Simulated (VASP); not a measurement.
Here is the system:

```
CELL_PARAMETERS angstrom
      5.56733     0.00000     0.00000
      0.00000     5.56733     0.00000
      0.00000     0.00000     5.56733
ATOMIC_POSITIONS crystal
  Mg 0.25000 0.00000 0.50000
  Mg 0.75000 0.00000 0.50000
  Mg 0.50000 0.75000 0.00000
  Mg 0.50000 0.25000 0.00000
  Mg 0.00000 0.50000 0.75000
  Mg 0.00000 0.50000 0.25000
  O  0.25000 0.50000 0.00000
  O  0.75000 0.50000 0.00000
  O  0.00000 0.75000 0.50000
  O  0.00000 0.25000 0.50000
  O  0.50000 0.00000 0.75000
  O  0.50000 0.00000 0.25000
```

Level of theory: r2SCAN meta-GGA, VASP's PBE PAW potentials (set 64) (plane waves; VASP). Run with 520 eV cut-off, 5×5×5 Γ-centred mesh, tetrahedra with Blöchl corrections, potentials Mg O.

Task: What does the run give for the energy per atom (σ→0), band gap (over mesh and band path) with the smallest direct gap where there is one?

Result: 
| Property | Result |
|---|---|
| band gap (over mesh and band path) | 3.40 eV |
| smallest direct gap (over mesh and band path) | 3.40 eV |
| energy per atom (σ→0) | -7.878 eV/atom |

The absolute energy has meaning only against runs of the same code, potentials and settings.

The structure comes from a computed database's MgO entry (Pm-3n); how it stands against other phases isn't given here. It was relaxed first.
